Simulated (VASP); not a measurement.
# YSi2 (P6/mmm) in VASP: elastic constants with LDA

Aim: the elastic constants of YSi2 with LDA.

All numbers are computed with VASP 6.6.1; they aren't measurements. Logs are shortened: lines on timing, memory, paths and dates and some standing lists are left out, and cuts for length are marked.

## 1. Starting point

It takes space group P6/mmm (No. 191, hexagonal). The conventional cell has a = 4.075 Å, b = 4.075 Å, c = 3.990 Å, α = 90.00°, β = 90.00°, γ = 120.00°. Y (site symmetry 6/mmm) is surrounded by 12 Si at 3.08 Å. Si (site symmetry -6m2) has 3 Si at 2.35 Å as nearest neighbours.

The cell comes from a database or a generator and needn't be the stable form of this composition.

## 2. Elastic constants, LDA

The input, POSCAR:

```
YSi2
1.0
    4.0754858600      0.0000000000      0.0000000000
   -2.0377429300      3.5294742900      0.0000000000
    0.0000000000      0.0000000000      3.9901327200
Y Si
1 2
Direct
    0.0000000000      0.0000000000      0.0000000000
    0.3333333300      0.6666666700      0.5000000000
    0.6666666700      0.3333333300      0.5000000000
```

The input, INCAR.step1:

```
SYSTEM = YSi2
PREC = Accurate
ENCUT = 580
EDIFF = 1E-8
ISMEAR = 0
SIGMA = 0.1
LREAL = .FALSE.
LASPH = .TRUE.
NELM = 60
ALGO = Normal
ISIF = 3
LWAVE = .FALSE.
LCHARG = .FALSE.
IBRION = 2
NSW = 40
EDIFFG = -0.002
```

The input, INCAR.step2:

```
SYSTEM = YSi2
PREC = Accurate
ENCUT = 580
EDIFF = 1E-8
ISMEAR = 0
SIGMA = 0.1
LREAL = .FALSE.
LASPH = .TRUE.
NELM = 60
ALGO = Normal
ISIF = 3
LWAVE = .FALSE.
LCHARG = .FALSE.
IBRION = 6
NFREE = 2
POTIM = 0.015
NSW = 1
```

The input, KPOINTS:

```
regular mesh
0
G
  12 12 10
  0 0 0
```

Potentials or basis: VASP PAW LDA potentials, release 64 (Y_sv, Si).

On the command line:

```bash
$ cat potpaw_LDA.64/Y_sv/POTCAR potpaw_LDA.64/Si/POTCAR > POTCAR
$ cp INCAR.step1 INCAR
$ mpirun -np 1 vasp_std > vasp.out
$ cp CONTCAR POSCAR
$ cp INCAR.step2 INCAR
$ mpirun -np 1 vasp_std > vasp.out
```

OUTCAR:

```text
SYSTEM = YSi2
   PREC = Accurate
   ENCUT = 580
   EDIFF = 1E-8
   ISMEAR = 0
   LREAL = .FALSE.
   LASPH = .TRUE.
   NELM = 60
   ISIF = 3
   IBRION = 6
   NFREE = 2
   POTIM = 0.015
   NSW = 1

 ion  position               nearest neighbor table
   1  0.000  0.000  0.000-   2 3.03   3 3.03   2 3.03   3 3.03   3 3.03   3 3.03   2 3.03   2 3.03
                             3 3.03   3 3.03   2 3.03   2 3.03
   2  0.333  0.667  0.500-   3 2.33   3 2.33   3 2.33   1 3.03   1 3.03   1 3.03   1 3.03   1 3.03
                             1 3.03
   3  0.667  0.333  0.500-   2 2.33   2 2.33   2 2.33   1 3.03   1 3.03   1 3.03   1 3.03   1 3.03
                             1 3.03

  LATTYP: Found a hexagonal cell.
 ALAT       =     4.0342433604
 C/A-ratio  =     0.9569269177

  Lattice vectors:

 A1 = (   4.0342433604,   0.0000000000,   0.0000000000)
 A2 = (  -2.0171216802,   3.4937572376,   0.0000000000)
 A3 = (   0.0000000000,   0.0000000000,   3.8604760640)

Analysis of symmetry for initial positions (statically):
=====================================================================
 Subroutine PRICEL returns:
 Original cell was already a primitive cell.

 Routine SETGRP: Setting up the symmetry group for a
 hexagonal supercell.

 Subroutine GETGRP returns: Found 24 space group operations
 (whereof 24 operations were pure point group operations)
 out of a pool of 24 trial point group operations.

The static configuration has the point symmetry D_6h.

Analysis of symmetry for dynamics (positions and initial velocities):
=====================================================================
 Subroutine PRICEL returns:
 Original cell was already a primitive cell.

 Routine SETGRP: Setting up the symmetry group for a
 hexagonal supercell.

 Subroutine GETGRP returns: Found 24 space group operations
 (whereof 24 operations were pure point group operations)
 out of a pool of 24 trial point group operations.

[... 730 lines left out ...]
      3     -14.9852      2.00000
      4     -14.9605      2.00000
      5      -3.4499      2.00000
      6       0.1077      2.00000
      7       3.5126      2.00000
      8       4.8186      2.00000
      9       5.1646      2.00000
     10       8.3764      0.00000
     11       8.8977      0.00000
     12       8.9738      0.00000
     13      10.2280      0.00000

 [... further k-points ...]
[... 5 lines left out ...]
  --------------------------------------------------------------------------------------
  -------------------------------------------------------------------------------------
  Total        0.0052624      0.0052624      0.0043995     -0.0000000      0.0000000      0.0000000
  in kB        0.1549530      0.1549530      0.1295452     -0.0000000      0.0000000      0.0000000
  external PRESSURE =       0.1464837 kB  Pullay stress =       0.0000000 kB
[... 18 lines left out ...]
  FREE ENERGIE OF THE ION-ELECTRON SYSTEM (eV)
  ---------------------------------------------------
  free  energy   TOTEN  =       -20.7524546859 eV

  energy  without entropy=      -20.7432612211  energy(sigma->0) =      -20.74785795

 INTERNAL STRAIN TENSORS FROM STRAINED CELLS
 ============================================

 INTERNAL STRAIN TENSOR FOR ION    1 for displacements in x,y,z  (eV/Angst):
          X           Y           Z          XY          YZ          ZX
  --------------------------------------------------------------------------------
  x     0.00000     0.00000    -0.00000    -0.00000    -0.00000    -0.00000
  y     0.00000    -0.00000     0.00000    -0.00000    -0.00000     0.00000
  z     0.00000     0.00000     0.00000     0.00000     0.00000     0.00000

 INTERNAL STRAIN TENSORS FROM DISPLACED ATOMS
 ============================================

 INTERNAL STRAIN TENSOR FOR ION    1 for displacements in x,y,z  (eV/Angst):
          X           Y           Z          XY          YZ          ZX
  --------------------------------------------------------------------------------
  x     0.00000     0.00000     0.00000     0.00000     0.00000     0.00000
  y     0.00000     0.00000     0.00000     0.00000     0.00000     0.00000
  z     0.00000     0.00000     0.00000     0.00000     0.00000     0.00000

 INTERNAL STRAIN TENSOR FOR ION    3 for displacements in x,y,z  (eV/Angst):
          X           Y           Z          XY          YZ          ZX
  --------------------------------------------------------------------------------
  x     0.00000     0.00000     0.00000     7.16136     0.00000     0.00000
  y     7.16136    -7.16136     0.00000     0.00000     0.00000     0.00000
  z     0.00000     0.00000     0.00000     0.00000    -0.00000     0.00000

 Eigenvectors and eigenvalues of the dynamical matrix
 ----------------------------------------------------

   1 f  =   12.894635 THz    81.019381 2PiTHz  430.118725 cm-1    53.327901 meV
             X         Y         Z           dx          dy          dz
      0.000000  0.000000  0.000000    -0.000000    0.000000    0.000000
     -0.000000  2.329172  1.930238    -0.000000    0.707107   -0.000000
      2.017122  1.164586  1.930238     0.000000   -0.707107   -0.000000
[... 43 lines left out ...]
   9 f/i=    0.000410 THz     0.002579 2PiTHz    0.013691 cm-1     0.001697 meV
             X         Y         Z           dx          dy          dz
      0.000000  0.000000  0.000000     0.000000    0.000000   -0.782862
     -0.000000  2.329172  1.930238     0.000000    0.000000   -0.439959
      2.017122  1.164586  1.930238     0.000000    0.000000   -0.439959

--------------------------------------------------------------------------------------------------------

 ELASTIC MODULI CONTR FROM IONIC RELAXATION (kBar)
 Direction    XX          YY          ZZ          XY          YZ          ZX
 --------------------------------------------------------------------------------
 XX        -158.0682    158.0682      0.0000     -0.0000     -0.0000      0.0000
 YY         158.0682   -158.0682      0.0000      0.0000      0.0000      0.0000
 ZZ           0.0000      0.0000      0.0000      0.0000      0.0000      0.0000
 XY          -0.0000      0.0000      0.0000   -158.0682     -0.0000      0.0000
 YZ          -0.0000      0.0000      0.0000     -0.0000     -0.0000      0.0000
 ZX           0.0000      0.0000      0.0000      0.0000      0.0000      0.0000
 --------------------------------------------------------------------------------

 TOTAL ELASTIC MODULI (kBar)
 Direction    XX          YY          ZZ          XY          YZ          ZX
 --------------------------------------------------------------------------------
 XX        1339.4005   1201.4180    554.9410     -0.0000     -0.0000     -0.0000
 YY        1201.4180   1339.4005    554.9410      0.0000      0.0000      0.0000
 ZZ         554.9410    554.9410   1403.9174      0.0000     -0.0000      0.0000
 XY          -0.0000      0.0000      0.0000     68.9912     -0.0000      0.0000
 YZ          -0.0000      0.0000     -0.0000     -0.0000    586.3619      0.0000
 ZX           0.0000      0.0000      0.0000     -0.0000      0.0000    586.3619
 --------------------------------------------------------------------------------
```

OUTCAR.step1:

```text
SYSTEM = YSi2
   PREC = Accurate
   ENCUT = 580
   EDIFF = 1E-8
   ISMEAR = 0
   LREAL = .FALSE.
   LASPH = .TRUE.
   NELM = 60
[... 795 lines left out ...]
  -------------------------------------------------------------------------------------
  Total        0.0050234      0.0050234      0.0038344      0.0000000     -0.0000000      0.0000000
  in kB        0.1479159      0.1479159      0.1129042      0.0000000     -0.0000000      0.0000000
  external PRESSURE =       0.1362453 kB  Pullay stress =       0.0000000 kB
[... 18 lines left out ...]
  FREE ENERGIE OF THE ION-ELECTRON SYSTEM (eV)
  ---------------------------------------------------
  free  energy   TOTEN  =       -20.7530073188 eV

  energy  without entropy=      -20.7438115862  energy(sigma->0) =      -20.74840945

 reached required accuracy - stopping structural energy minimisation
```

It took 19 min on 1 thread of Intel Xeon 6975P-C (Granite Rapids), shared host; peak memory 0.78 GiB.

What came out:

| Quantity | Value |
| --- | --- |
| Relaxed volume | 18.14 Å³/atom |
| Relaxed cell | a = 4.034 Å, b = 4.034 Å, c = 3.860 Å, α = 90.00°, β = 90.00°, γ = 120.00° |
| Space group after relaxing (to 0.05 Å) | P6/mmm (No. 191) |
| Voigt bulk modulus | 97 GPa |
| Highest phonon frequency at Γ, LO-TO splitting left out | 430 cm⁻¹ |

The path:
```
step  energy change (eV)  largest force (eV/Å)  pressure (GPa)  volume (Å³)
   1              0.0000                0.0000           -4.36        57.40
   2             -0.0326                0.0000            2.56        53.18
   3             -0.0422                0.0000            0.13        54.48
   4             -0.0452                0.0000            0.06        54.44
   5             -0.0459                0.0000            0.02        54.41
   6             -0.0459                0.0000            0.01        54.41
```

Final structure:
```
Y Si
1.0
     4.03424    0.00000    0.00000
    -2.01712    3.49376    0.00000
     0.00000    0.00000    3.86048
Y Si
1 2
Direct
  0.00000 0.00000 0.00000
  0.33333 0.66667 0.50000
  0.66667 0.33333 0.50000
```

Phonon frequencies in cm⁻¹ (negative: imaginary):
| q point | frequencies |
| --- | --- |
| (0.000, 0.000, 0.000) | 0 0 0 130 184 184 272 430 430 |

Elastic tensor in Voigt notation (GPa, in the Cartesian axes of the cell as first typed):
```
134 120  55   0   0   0
120 134  55   0   0   0
 55  55 140   0   0   0
  0   0   0  59   0   0
  0   0   0   0  59   0
  0   0   0   0   0   7
```

Clamped-ion elastic tensor (GPa):
```
150 104  55   0   0   0
104 150  55   0   0   0
 55  55 140   0   0   0
  0   0   0  59   0   0
  0   0   0   0  59   0
  0   0   0   0   0  23
```
